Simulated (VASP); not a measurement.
Method: PBE GGA, VASP's PBE PAW potentials (set 64) (plane waves; VASP).

A VASP calculation is set up with these files.

KPOINTS:
```
Regular mesh
0
G
6 6 6
0 0 0
```

### INCAR
```
! general
SYSTEM = CdS
PREC   = Normal
ENCUT  = 500
LREAL  = .FALSE.
LASPH  = .TRUE.

! electronic loop
EDIFF  = 1E-8
NELM   = 100
ALGO   = Normal

! smearing
ISMEAR = 0
SIGMA  = 0.01

! functional
GGA    = PE

! output
LWAVE  = .TRUE.
LCHARG = .FALSE.
```

**POSCAR**
```
CdS
1
    0.0000000000     2.9100000000     2.9100000000
    2.9100000000     0.0000000000     2.9100000000
    2.9100000000     2.9100000000     0.0000000000
Cd S
1 1
Direct
  0.0000000000   0.0000000000   0.0000000000
  0.2500000000   0.2500000000   0.2500000000
```

POTCAR, in this order: Cd_sv_GW S_GW (PBE.64 set). Program: vasp_std.

Q: Estimate the energy per atom (σ→0), pressure, band gap (on the k-mesh).

A: 
```json
{
 "energy per atom (σ→0)": "-3.091 eV/atom",
 "band gap (on the k-mesh)": "1.16 eV",
 "pressure": "2.00 GPa"
}
```

### OSZICAR
```
...
DAV:  10    -0.618261441033E+01   -0.10403E-03   -0.18286E-04   751   0.135E-01    0.474E-02
DAV:  11    -0.618262790009E+01   -0.13490E-04   -0.22414E-05   734   0.509E-02    0.898E-03
DAV:  12    -0.618263191892E+01   -0.40188E-05   -0.71666E-06   672   0.460E-02    0.111E-02
DAV:  13    -0.618263132881E+01    0.59011E-06   -0.20045E-06   901   0.329E-02    0.888E-04
DAV:  14    -0.618263130137E+01    0.27446E-07   -0.16011E-07   671   0.273E-03    0.131E-03
DAV:  15    -0.618263134066E+01   -0.39296E-07   -0.17652E-08   575   0.184E-03    0.192E-04
DAV:  16    -0.618263134082E+01   -0.15643E-09   -0.25301E-09   332   0.712E-04
   1 F= -.61826313E+01 E0= -.61826313E+01  d E =-.552759-144
```

The compound is CdS in the zinc blende structure, a metastable form; wurtzite is the usual one. The cell was not relaxed at this level.
